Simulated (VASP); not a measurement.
Input:

```
CELL_PARAMETERS angstrom
      4.03349     0.00000     0.00000
      0.00000     4.03349     0.00000
      0.00000     0.00000     4.03349
ATOMIC_POSITIONS crystal
  Sc 0.00000 0.00000 0.00000
  Al 0.50000 0.00000 0.50000
  Al 0.00000 0.50000 0.50000
  Al 0.50000 0.50000 0.00000
```

Calculation: LDA (Ceperley-Alder, Perdew-Zunger), VASP's LDA PAW potentials (set 64) (plane waves; VASP 6.6.1). Numerical set-up: 400 eV cut-off, 10×10×10 Γ-centred mesh, tetrahedra with Blöchl corrections, potentials Sc_sv Al.

Task: Estimate the energy per atom (σ→0), band gap (on the k-mesh) with the smallest direct gap where there is one.

Result: 
```yaml
band gap (on the k-mesh): none (metal, semimetal or under 0.01 eV)
energy per atom (σ→0): -5.323 eV/atom
```

The absolute energy has meaning only against runs of the same code, potentials and settings.

The structure comes from a computed database's ScAl3 entry (Pm-3m); how it stands against other phases isn't given here. It was relaxed first.
